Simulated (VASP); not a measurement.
CaCuH2:

```xyz
4
Lattice="1.9452 1.1231 4.3574 -1.9452 1.1231 4.3574 0.0000 -2.2462 4.3574" Properties=species:S:1:pos:R:3 pbc="T T T"
Ca    0.0000    0.0000    6.5361
Cu    0.0000    0.0000    0.0000
H     0.0000    0.0000   11.5271
H     0.0000    0.0000    1.5450
```

The cell was built by a generator and needn't be a form met in nature.

- Program: VASP 6.6.1
- Task: relaxation of cell and atoms
- Functional: PBE
- Dispersion: TS
- Potentials or basis: VASP PAW PBE potentials, release 64 (Ca_sv, Cu, H)
- Cutoff: 600 eV
- k mesh: 6 × 6 × 6
- Occupations: fermi-dirac, width 0.05 eV
- Spin: no spin polarisation

At the start: pressure -3.9 GPa; volume 14.28 Å³/atom.

Where does the relaxation end?

Over 20 steps the energy falls by 20.1 meV/atom and the volume is 12.92 Å³/atom (-9.5 %); space group R-3m (No. 166, to 0.05 Å).

Step by step:
| step | energy change (eV) | largest force (eV/Å) | pressure (GPa) | volume (Å³) |
| --- | --- | --- | --- | --- |
| 1 | 0.0000 | 0.0221 | -3.94 | 57.12 |
| 2 | -0.0531 | 0.2666 | -1.60 | 54.26 |
| 3 | -0.0595 | 0.3600 | -0.59 | 53.31 |
| 4 | -0.0602 | 0.4038 | -0.05 | 52.88 |
| 5 | -0.0798 | 0.0675 | 0.32 | 51.58 |
| 6 | -0.0800 | 0.0488 | 0.33 | 51.50 |
| 7 | -0.0802 | 0.0113 | 0.39 | 51.34 |
| 8 | -0.0801 | 0.0370 | 0.37 | 51.45 |
| 9 | -0.0803 | 0.0008 | -0.13 | 51.78 |
| 10 | -0.0803 | 0.0125 | 0.09 | 51.66 |
| 11 | -0.0804 | 0.0069 | -0.09 | 51.71 |
| 12 | -0.0804 | 0.0093 | -0.04 | 51.69 |
| 13 | -0.0804 | 0.0107 | 0.10 | 51.68 |
| 14 | -0.0804 | 0.0099 | -0.02 | 51.68 |
| 15 | -0.0804 | 0.0053 | 0.09 | 51.67 |
| 16 | -0.0804 | 0.0059 | 0.17 | 51.67 |
| 17 | -0.0804 | 0.0069 | 0.04 | 51.68 |
| 18 | -0.0804 | 0.0062 | 0.12 | 51.67 |
| 19 | -0.0803 | 0.0056 | 0.23 | 51.67 |
| 20 | -0.0804 | 0.0027 | 0.03 | 51.68 |

Final structure:
```
CELL_PARAMETERS angstrom
1.87325 1.08153 4.25112
-1.87325 1.08153 4.25112
0.00000 -2.16305 4.25112
ATOMIC_POSITIONS crystal
Ca 0.50000 0.50000 0.50000
Cu 0.00000 0.00000 0.00000
H 0.87969 0.87969 0.87969
H 0.12031 0.12031 0.12031
```

Caveat: atom-pairwise D2, TS and ULG terms overbind metals; pairwise dispersion overbinds metals, which lowers pressure and volume.
